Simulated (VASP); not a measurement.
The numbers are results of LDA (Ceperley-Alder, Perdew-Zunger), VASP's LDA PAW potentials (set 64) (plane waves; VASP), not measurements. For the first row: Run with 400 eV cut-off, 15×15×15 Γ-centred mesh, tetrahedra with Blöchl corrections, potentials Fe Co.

| system | energy (eV/atom) |
|---|---|
| FeCo (space group Pm-3m) | -8.6391 |
| Fe (bcc) | -9.2253 |
| Co (hcp) | -8.1276 |

The references are the elements' solids at the same level; no temperature or zero-point terms are added. The run has a spin-polarised start.

Problem. What is the formation energy per atom of FeCo?

Solution. The references average (1×(-9.2253) + 1×(-8.1276))/2 = -8.6764 eV, so the formation energy is -8.6391 − (-8.6764) = 0.037 eV/atom.
